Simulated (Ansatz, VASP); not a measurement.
**Cross-check of LiF (Griceite) between VASP and Ansatz**

Wanted: the spread between two codes on one cell, functional and k mesh. The cell is taken from a series of VASP runs on this material, whose earlier steps may have relaxed, scaled or displaced it; both programs get it as it stands. Valence electrons are named where the data sets of a main pair hold unlike numbers.

Calculated with Ansatz 0.2.0; plane waves, with VASP 6.6.1 beside it; band structure at r2SCAN-EpsX with an exact-exchange share of 0.479.

## 1. The structure

It takes space group Fm-3m (No. 225, cubic). Conventional cell: a = 4.028 Å, b = 4.028 Å, c = 4.028 Å, α = 90.00°, β = 90.00°, γ = 90.00°. F has 6 Li at 2.01 Å nearest. Nearest to Li lie 6 F at 2.01 Å. Farther neighbours and most contacts between anions are not listed.

Structure file:

```
F Li
1.0
     0.00000    2.01400    2.01400
     2.01400    0.00000    2.01400
     2.01400    2.01400    0.00000
F Li
1 1
Direct
  0.50000 0.50000 0.50000
  0.00000 0.00000 0.00000
```

## 2. VASP: band structure, r2SCAN-EpsX with an exact-exchange share of 0.479

Levels along a path test the potential and the projectors away from the mesh points.

Lines of VASP's logs that name or quote its potential files are left out, and so is its time.

The run reads the wave functions of an earlier VASP run, which isn't shown here.

INCAR reads:

```
SYSTEM = LiF
PREC = Accurate
ENCUT = 580
EDIFF = 1E-06
NELM = 100
ISMEAR = 0
SIGMA = 0.03
LREAL = .FALSE.
ALGO = Normal
LHFCALC = .TRUE.
AEXX = 0.479
METAGGA = R2SCAN
LASPH = .TRUE.
NBANDS = 11
PRECFOCK = Fast
HFRCUT = -1
LORBIT = 11
LWAVE = .FALSE.
LCHARG = .FALSE.
KPAR = 4
```

POSCAR reads:

```
LiF
1.0
    0.0000000000      2.0140000000      2.0140000000
    2.0140000000      0.0000000000      2.0140000000
    2.0140000000      2.0140000000      0.0000000000
F Li
1 1
Direct
    0.5000000000      0.5000000000      0.5000000000
    0.0000000000      0.0000000000      0.0000000000
```

KPOINTS reads:

```
Automatic mesh
0
Gamma
6 6 6
0 0 0
```

KPOINTS_OPT reads:

```
Line mode
10
Line-mode
Reciprocal
  0.00000000   0.00000000   0.00000000 GAMMA
  0.50000000   0.00000000   0.50000000 X

  0.50000000   0.00000000   0.50000000 X
  0.50000000   0.25000000   0.75000000 W

  0.50000000   0.25000000   0.75000000 W
  0.37500000   0.37500000   0.75000000 K

  0.37500000   0.37500000   0.75000000 K
  0.00000000   0.00000000   0.00000000 GAMMA

  0.00000000   0.00000000   0.00000000 GAMMA
  0.50000000   0.50000000   0.50000000 L

  0.50000000   0.50000000   0.50000000 L
  0.62500000   0.25000000   0.62500000 U

  0.62500000   0.25000000   0.62500000 U
  0.50000000   0.25000000   0.75000000 W

  0.50000000   0.25000000   0.75000000 W
  0.50000000   0.50000000   0.50000000 L

  0.50000000   0.50000000   0.50000000 L
  0.37500000   0.37500000   0.75000000 K

  0.62500000   0.25000000   0.62500000 U
  0.50000000   0.00000000   0.50000000 X
```

PAW data sets: F and Li_sv (PBE family, release 64).

The run is started by

```sh
mpirun -np 4 vasp_std
```

Numbers of over 12 decimals in the logs are rounded to 6 here.

Output:

```text
[banner, memory and clock lines left out]
running    4 mpi-ranks, on    1 nodes
 distrk:  each k-point on    1 cores,    4 groups
 distr:  one band on    1 cores,    1 groups

 POSCAR found type information on POSCAR F Li
 POSCAR found :  2 types and       2 ions
|                                                                             |
|               ----> ADVICE to this user running VASP <----                  |
|                                                                             |
|     You enforced a specific xc type in the INCAR file but a different       |
|     [... a line on the potential file left out ...]
|     I HOPE YOU KNOW WHAT YOU ARE DOING!                                     |
|                                                                             |

 LDA part: xc-table for (None), standard interpolation
 found WAVECAR, reading the header
 POSCAR, INCAR and KPOINTS ok, starting setup
 FFT: planning ... GRIDC
 FFT: planning ... GRID_SOFT
 FFT: planning ... GRID
 HFRCUT set to (new)   9.444765
 reading WAVECAR
 the WAVECAR file was read successfully
 initial charge from wavefunction
 entering main loop
       N       E                     dE             d eps       ncg     rms          rms(c)
DAV:   1    -0.152100268570E+02   -0.15210E+02   -0.22891E+00   352   0.119E+01    0.114E+00
DAV:   2    -0.152260405587E+02   -0.16014E-01   -0.98120E-02   376   0.325E+00    0.686E-01
DAV:   3    -0.152144536981E+02    0.11587E-01   -0.44189E-02   373   0.191E+00    0.326E-01
DAV:   4    -0.152154194158E+02   -0.96572E-03   -0.93910E-03   376   0.730E-01    0.262E-01
DAV:   5    -0.152150652354E+02    0.35418E-03   -0.32821E-04   386   0.212E-01    0.156E-01
DAV:   6    -0.152148840054E+02    0.18123E-03   -0.53706E-04   382   0.249E-01    0.687E-02
DAV:   7    -0.152148910343E+02   -0.70289E-05   -0.13209E-04   385   0.128E-01    0.340E-02
DAV:   8    -0.152148861410E+02    0.48933E-05   -0.17918E-05   390   0.509E-02    0.199E-02
DAV:   9    -0.152148812437E+02    0.48974E-05   -0.88975E-06   391   0.283E-02    0.124E-02
DAV:  10    -0.152148789893E+02    0.22544E-05   -0.29873E-06   388   0.165E-02    0.811E-03
DAV:  11    -0.152148772387E+02    0.17506E-05   -0.57516E-07   386   0.951E-03    0.495E-03
DAV:  12    -0.152148759509E+02    0.12878E-05   -0.21978E-07   386   0.642E-03    0.280E-03
DAV:  13    -0.152148750649E+02    0.88597E-06   -0.85302E-08   387   0.396E-03
   1 F= -.15214875E+02 E0= -.15214875E+02  d E =-.386207E-16
 Start KPOINTS_OPT (optional k-point list driver)
k-point batch [1-16\100]
       N       E                     dE             ncg
DAV:   1    -0.215554954116E+04   -0.82546E+04      360
DAV:   2    -0.312940084233E+04   -0.97385E+03      403
DAV:   3    -0.316671818368E+04   -0.37317E+02      464
DAV:   4    -0.316723255317E+04   -0.51437E+00      451
DAV:   5    -0.316723546839E+04   -0.29152E-02      521
DAV:   6    -0.316723548151E+04   -0.13113E-04      488
DAV:   7    -0.316723548156E+04   -0.58851E-07      469
[...]
k-point batch [97-100\100]
       N       E                     dE             ncg
DAV:   1     0.596173946293E+04   -0.27663E+04       96
DAV:   2     0.574863306559E+04   -0.21311E+03      106
DAV:   3     0.574287592055E+04   -0.57571E+01      122
DAV:   4     0.574282996603E+04   -0.45955E-01      114
DAV:   5     0.574282981716E+04   -0.14887E-03      125
DAV:   6     0.574282981664E+04   -0.52544E-06      116
```

Parts of OUTCAR (step 2):

```text
ion  position               nearest neighbor table
   1  0.500  0.500  0.500-   2 2.01   2 2.01   2 2.01   2 2.01   2 2.01   2 2.01
   2  0.000  0.000  0.000-   1 2.01   1 2.01   1 2.01   1 2.01   1 2.01   1 2.01

  LATTYP: Found a face centered cubic cell.
 ALAT       =     4.0280000000

 Subroutine GETGRP returns: Found 48 space group operations
 (whereof 48 operations were pure point group operations)

The static configuration has the point symmetry O_h .

 Found     16 irreducible k-points:

   k-points           NKPTS =     16   k-points in BZ     NKDIM =    216   number of bands    NBANDS=     11

   dimension x,y,z NGX =    24 NGY =   24 NGZ =   24
   dimension x,y,z NGXF=    48 NGYF=   48 NGZF=   48

   ENCUT  =  580.0 eV  42.63 Ry    6.53 a.u.   5.59  5.59  5.59*2*pi/ulx,y,z

   NELECT =      10.0000    total number of electrons

 k-points in reciprocal lattice and weights: Automatic mesh
   0.00000000  0.00000000  0.00000000       0.005
   0.16666667  0.00000000  0.00000000       0.037
   0.33333333  0.00000000  0.00000000       0.037
   0.50000000  0.00000000  0.00000000       0.019
   0.16666667  0.16666667  0.00000000       0.028
   0.33333333  0.16666667  0.00000000       0.111
   0.50000000  0.16666667  0.00000000       0.111
  -0.33333333  0.16666667  0.00000000       0.111
  -0.16666667  0.16666667  0.00000000       0.056
[...]
-0.33333333  0.33333333  0.16666667       0.111
  -0.33333333  0.50000000  0.16666667       0.056

  exchange ACFDT corr.  =         0.00000000  see jH, gK, PRB 81, 115126

 average (electrostatic) potential at core
       1 -64.0736       2 -51.4617

 E-fermi :  -5.2368

 k-point     1 :       0.0000    0.0000    0.0000
  band No.  band energies     occupation
      1     -50.7721      2.00000
      2     -28.8133      2.00000
      3      -5.3995      2.00000
      4      -5.3995      2.00000
      5      -5.3995      2.00000
      6       9.9572      0.00000
      7      25.6126      0.00000
      8      25.6127      0.00000
      9      26.1377      0.00000
     10      26.2123      0.00000
    ...

 k-point     2 :       0.1667    0.0000    0.0000
  band No.  band energies     occupation
      1     -50.7570      2.00000
      2     -28.7014      2.00000
      3      -6.1844      2.00000
      4      -5.4708      2.00000
      5      -5.4708      2.00000
      6      10.7326      0.00000
      7      20.8884      0.00000
      8      23.4963      0.00000
      9      23.4966      0.00000
     10      27.7812      0.00000
    ...

 k-point     3 :       0.3333    0.0000    0.0000
  band No.  band energies     occupation
      1     -50.7269      2.00000
      2     -28.4655      2.00000
      3      -7.5715      2.00000
      4      -5.6076      2.00000
      5      -5.6075      2.00000
      6      11.6652      0.00000
      7      18.5196      0.00000
      8      21.3097      0.00000
      9      21.3100      0.00000
     10      30.0936      0.00000
    ...

  energy-cutoff  :      580.00
  volume of cell :       16.34
      direct lattice vectors                 reciprocal lattice vectors
     0.000000000  2.014000000  2.014000000    -0.248262165  0.248262165  0.248262165
     2.014000000  0.000000000  2.014000000     0.248262165 -0.248262165  0.248262165
     2.014000000  2.014000000  0.000000000     0.248262165  0.248262165 -0.248262165

 POSITION                                       TOTAL-FORCE (eV/Angst)
 -----------------------------------------------------------------------------------
      2.01400      2.01400      2.01400         0.000000      0.000000      0.000000
      0.00000      0.00000      0.00000        -0.000000     -0.000000     -0.000000
 -----------------------------------------------------------------------------------
    total drift:                                0.000000      0.000000      0.000000

  FREE ENERGIE OF THE ION-ELECTRON SYSTEM (eV)
  ---------------------------------------------------
  free  energy   TOTEN  =       -15.2148750649 eV

  energy  without entropy=      -15.2148750649  energy(sigma->0) =      -15.21487506

 total charge
# of ion       s       p       d       tot
------------------------------------------
    1        1.742   4.470   0.000   6.213
    2        2.011   0.027   0.000   2.038
--------------------------------------------------
tot          3.753   4.498   0.000   8.251

[... 3 further parts left out ...]
```

[end of part 1 of 2]

[Lines on the potential files, build, host, timing and source positions are cut from VASP's logs without a mark.]

[Logs are printed without paths, hosts, clocks, repeated set-up lines and the standing remarks that a program may print on its own settings, such as how far it seeks lower states.]

[Hosts, paths, dates, database ids (printed as entryN), source tags and the programs' standing remarks are cut or masked in the printed files.]
